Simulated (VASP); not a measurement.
All values below come from PBE GGA, VASP's PBE PAW potentials (set 64) (plane waves; VASP).

The input files of a VASP run:

File POSCAR:
```
Tl
3.4075210
  1.0000000000   0.0000000000   0.0000000000
 -0.4999998533   0.8660254772   0.0000000000
  0.0000000000   0.0000000000   3.2108168959
Tl
4
Cart
  0.0000000000   0.0000000000   0.0000000000
  0.0000000000   0.0000000000   1.6054084480
 -0.0000004022   0.5773506068   0.8027042240
  0.5000005489   0.2886748704   2.4081126719
```

INCAR:
```
ALGO = Normal
EDIFF = 1E-6
ENCUT = 300
GGA = PE
ISIF = 2
ISMEAR = -1
LASPH = .TRUE.
LCHARG = .FALSE.
LMAXMIX = 4
LREAL = .FALSE.
LWAVE = .FALSE.
NELM = 100
PREC = Accurate
SIGMA = 0.1
SYSTEM = Tl
```

### KPOINTS
```
Automatic mesh
0
Gamma
11 11 3
0 0 0
```

POTCAR, in this order: Tl_d (PBE.64 set). Program: vasp_std.

### Question
What will the output report for the number of irreducible k-points (NKPTS), largest plane-wave count, number of space-group operations, FFT grid (NGX, NGY, NGZ)?

### Answer

```
Quantity                                       Value
--------------------------------------  ------------
number of irreducible k-points (NKPTS)            32
largest plane-wave count                        1315
number of space-group operations                  24
FFT grid (NGX, NGY, NGZ)                20 × 20 × 64
```

The structure comes from a computed database's Tl entry; how it stands against other phases isn't given here. The cell was not relaxed at this level, and its volume differs by -5.9 % from the start's.
